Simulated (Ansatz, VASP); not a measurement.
**YSb in two plane-wave programs**

One calculation is typed for both programs; each brings its own data sets. How far apart do they land? The cell is generated by rule, not measured, and may not be a known phase. The cell is taken from a series of runs on this material, whose earlier steps may have relaxed, scaled, displaced or heated it; both programs get it as it stands.

Program: Ansatz 0.2.0. Level of theory: plane waves, with VASP 6.6.1 beside it; zone-centre phonons at PBEsol. Results are calculated unless marked as measured.

The structure was built from a prototype and need not be the compound's stable phase.

### Step 1. The starting structure

Symmetry: P6_3/mmc, No. 194, hexagonal system. Conventional cell: a = 4.290 Å, b = 4.290 Å, c = 7.408 Å, α = 90.00°, β = 90.00°, γ = 120.00°. Nearest to Y lie 6 Sb at 3.09 Å. Nearest to Sb lie 6 Y at 3.09 Å. Farther neighbours are not listed.

### Step 2. Ansatz: zone-centre phonons, PBEsol

Ansatz runs on its default PAW (the set named soft_2) files.

Second derivatives magnify differences that forces hide, and they need a tight electronic threshold.

Contents of input.yaml:

```yaml
crystal:
  lattice:
    - [4.2904556944, -2.8663e-06, 0.0]
    - [-2.145225365, 3.7156450583, 0.0]
    - [0.0, 0.0, 7.4083936114]
  atoms:
    - { symbol: "Y", position: [0.0, 0.0, 0.0] }
    - { symbol: "Y", position: [0.0, 0.0, 0.5] }
    - { symbol: Sb, position: [0.3333333333, 0.6666666667, 0.25] }
    - { symbol: Sb, position: [0.6666666667, 0.3333333333, 0.75] }
kpoints:
  mp_grid: { grid: [12, 12, 6] }
hamiltonian:
  xc: pbesol
scf:
  occupations: { method: methfessel_paxton, width: 0.15 }
output:
  eigenvalues: true
phonons:
  method: dfpt
```

Command:

```console
> ansatz run input.yaml --threads 4 --pin off --max-ram 7168MiB --backend cpu --events-out ev --progress --plain --runs-dir out
```

Numbers of over 12 decimals in the logs are rounded to 6 here.

Log:

```text
Engine: ansatz 0.2.0, x86_64-unknown-linux-gnu
Pseudopotentials: kind: paw
Pseudopotential: Y, paw, valence charge 11, recommended cutoff 420 eV (normal), Y.paw.azcp
Pseudopotential: Sb, paw, valence charge 15, recommended cutoff 420 eV (normal), Sb.paw.azcp
Functional definition: PBEsol
  exchange = pbesol_x
  correlation = pbesol_c
Crystal: 4 atoms, lattice volume = 118.103 Å³
Basis set: ecut = 420 eV, 2311 PW (Γ), exchange–correlation on 60×60×100 points (8 copies of the dense FFT grid, shifted against one another)
Bands: 32, of which v1, the nominal top of the filled ones, is band 26 counted from 1 (25 counted from 0)
Symmetry: 24 space group operations
k-points: 242 of 864 (irreducible under 2 space group operations, time reversal used)
Non-local potential: Y, projectors of the file, l = 0: 3, l = 1: 2, l = 2: 2, l = 3: 1
Non-local potential: Sb, projectors of the file, l = 0: 2, l = 1: 2, l = 2: 2, l = 3: 2
PAW form: soft (Blöchl's): semilocal exchange-correlation on the pseudo side does not see the compensation charge
PAW frozen core: Y, regenerated for the run's functional, and the local potential with it (the file was generated under x = pbe(κ = 0.804, μ = 0.219515), c = pbe(β = 0.066725))
PAW frozen core: Sb, regenerated for the run's functional, and the local potential with it (the file was generated under x = pbe(κ = 0.804, μ = 0.219515), c = pbe(β = 0.066725))
PAW one-centre angular grid: Y, 590 points (default); XC on 64 Gauss nodes
PAW one-centre angular grid: Sb, 590 points (default); XC on 64 Gauss nodes
Initial density: superposition of atomic densities (neutral atoms: chi_scale 0, normalization atom), corrected by the library's trained network
Initial wavefunctions: pseudopotential atomic-orbital guess
Functional: x = pbesol(κ = 0.804, μ = 0.123457), c = pbesol(β = 0.046)
SCF iter   1: F=—  HF=-20410.826765 eV  |F-HF|=—  |Δ(HF+E_count)|=         —  Δρ=2.74e-3  dr2=5.13e-3  ethr=1.77e-3  ⟨swp⟩=6.0  Hψ=32779  notcnv=0
preconditioner: auto → Kerker (q_TF=auto, 2.380 Å⁻¹)  [metal: Δε(μ)=0.059 eV  Ē_g=5.929 eV  σ=0.150 eV  W_gap=0.31  n_scr=22 (ndim 8)  ℏωp=13.7 eV  f_vac=0.000  D(μ)=0.54/eV (n_scr^D=2)]
SCF iter   2: F=—  HF=-20410.826385 eV  |F-HF|=—  |Δ(HF+E_count)|=   3.80e-4  S|Δr|=    0.00e0  Δρ=1.46e-3  dr2=1.82e-3  ethr=9.86e-6  ⟨swp⟩=3.1  Hψ=16220  notcnv=0
SCF iter   3: F=—  HF=-20410.826192 eV  |F-HF|=—  |Δ(HF+E_count)|=   1.93e-4  S|Δr|=    0.00e0  Δρ=2.55e-4  dr2=1.02e-4  ethr=3.49e-6  ⟨swp⟩=2.7  Hψ=12964  notcnv=0
SCF iter   4: F=—  HF=-20410.826187 eV  |F-HF|=—  |Δ(HF+E_count)|=   4.85e-6  S|Δr|=    0.00e0  Δρ=5.33e-5  dr2=6.80e-6  ethr=1.97e-7  ⟨swp⟩=2.0  Hψ=9376  notcnv=0
SCF iter   5: F=—  HF=-20410.826186 eV  |F-HF|=—  |Δ(HF+E_count)|=   1.90e-6  S|Δr|=    0.00e0  Δρ=2.25e-5  dr2=7.74e-7  ethr=1.31e-8  ⟨swp⟩=2.0  Hψ=13260  notcnv=0
SCF iter   6: F=—  HF=-20410.826186 eV  |F-HF|=—  |Δ(HF+E_count)|=   1.07e-7  S|Δr|=    0.00e0  Δρ=7.69e-6  dr2=1.46e-7  ethr=1.49e-9  ⟨swp⟩=2.0  Hψ=12925  notcnv=0
SCF iter   7: F=—  HF=-20410.826186 eV  |F-HF|=—  |Δ(HF+E_count)|=   9.60e-9  S|Δr|=    0.00e0  Δρ=1.75e-6  dr2=5.51e-9  ethr=2.80e-10  ⟨swp⟩=2.0  Hψ=9378  notcnv=0
SCF iter   8: F=—  HF=-20410.826186 eV  |F-HF|=—  |Δ(HF+E_count)|=  2.15e-10  S|Δr|=    0.00e0  Δρ=3.88e-7  dr2=2.70e-10  ethr=1.06e-11  ⟨swp⟩=3.0  Hψ=12096  notcnv=0
SCF iter   9: F=—  HF=-20410.826186 eV  |F-HF|=—  |Δ(HF+E_count)|=  3.64e-11  S|Δr|=    0.00e0  Δρ=1.22e-7  dr2=3.19e-11  ethr=1.00e-12  ⟨swp⟩=1.7  Hψ=7978  notcnv=0
SCF iter  10: F=-20410.826186 eV  HF=-20410.826186 eV  |F-HF|=3.64e-12  |Δ(HF+E_count)|=  1.09e-11  S|Δr|=    0.00e0  Δρ=1.95e-8  dr2=7.18e-13  ethr=1.00e-12  ⟨swp⟩=10.0  Hψ=35526  notcnv=0
SCF 1 converged in 10 iterations: F = -20410.826186 eV  dr2 = 7.18e-13
  greatest PAW one-centre occupation: 0.996 electrons in one spin orbital (limit 2), on the Sb atom at site 3 (counted from 0), in its partial waves of l = 2
DFPT response loops at Γ: preconditioner auto → Kerker (q_TF=auto, 2.380 Å⁻¹) (partly filled bands, converged f_vac=0.000); β = 1.00, the filter's whole step (`scf.mixing.beta` (0.50) is not read by the response loops under this deck's `scf.mixing.preconditioner`; to damp them name `kerker` or `kerker_dos`, under which they read `scf.mixing.beta`, and type it under 1.00, their step now; both keys bind the ground state too); Broyden in place of MSR1
SCF converged after 10 iterations
Stability not checked: this state was not tested for a lower state beside it, because cold or Methfessel-Paxton smearing, or corrected tetrahedra, fill the levels in a way that the test cannot read (fill_not_monotonic; see scf.lower_state_search)
Free energy (F): -20410.826186 eV
Harris-Foulkes:  -20410.826186 eV  (|F-HF|=3.64e-12)
Internal energy: -20410.826808 eV  (E = F + TS)
E sigma→0 (E₀):  -20410.826341 eV
Entropy (-TS):   0.000622 eV (0.156 meV/atom)
Fermi energy:    9.901226 eV
--- Per-component energies (eV) ---
  E_band       = -544.229952
  E_kinetic    = 1028.718733
  E_local      = -4453.721792  (includes V_loc(G=0)·N_el)
  E_nonlocal   = 833.064865
  E_hartree    = 1872.165384
  E_xc         = -620.723343
  E_vxc        = -592.831125  (∫ρ·V_xc dr)
  E_paw        = -14549.610710  (= ΣΔE_a)
  E_vpaw       = -1103.791416  (= ΣTr[D̂ρ^β])
  E_aug_tail   = 0.000001  (compensation charges beyond the density's cutoff)
  E_ewald      = -4521.681205
  E_core_change = 0.961260  (= ΣΔE_core)
  E_smearing   = 0.000622  (= −TS)
  E_closure    = -0.000000  (closes the sum)
  Σ components = -20410.826186   (vs F -20410.826186, Δ=0.00e0)
--- Band table (eV; the first three rows and the last of 242) ---
  k-point 0: bands = [... 22 lower, 8.3641, 9.7486, 10.3616, 10.8371, 10.8371, 11.2382, 11.2382, 11.3517, ... 2 higher]
  k-point 1: bands = [... 22 lower, 8.4459, 9.2689, 10.2828, 10.2828, 10.5880, 11.3091, 11.3091, 11.8840, ... 2 higher]
  k-point 2: bands = [... 22 lower, 8.6892, 8.6892, 9.6271, 9.6271, 11.0511, 11.5138, 11.5138, 12.0998, ... 2 higher]
  k-point 241: bands = [... 22 lower, 7.9120, 7.9120, 8.3056, 8.3056, 11.1135, 11.1135, 12.3592, 12.3592, ... 2 higher]
--- Phonons (Γ-DFPT): 4 representative perturbations + reference, on 242 of 864 k-points (Σ response iterations 12) ---
  k mesh reduced under 2 symmetry operations, with k and −k counted as one. Each operation leaves every solved perturbation unchanged. A smaller set is not used because it would not reduce the number of displacements times k-points to solve
  ASR residual: 9.870e-5 → 0.000e0 eV/Å²; symmetrization residual: 1.112e-4 eV/Å²
  ASR residual per site (eV/Å²): 9.87e-5 9.87e-5 8.12e-5 8.12e-5
  Γ frequencies (cm⁻¹): 0.00 0.00 0.00 104.65 104.65 110.87 110.87 137.85 139.03 139.03 168.28 199.83
  non-analytic LO–TO correction: not included (Born effective charges unavailable; polar crystals: no LO–TO splitting at Γ)
```

The column dr2 measures how far the density is from self-consistency, as an energy; F and HF (Harris–Foulkes) agree once it is small.

(Part 1 of 2 ends here.)

[Lines on the potential files, build, host, timing and source positions are cut from VASP's logs without a mark.]

[Logs are printed without paths, hosts, clocks, repeated set-up lines and the standing remarks that a program may print on its own settings, such as how far it seeks lower states.]

[Hosts, paths, dates, database ids (printed as entryN), source tags and the programs' standing remarks are cut or masked in the printed files.]
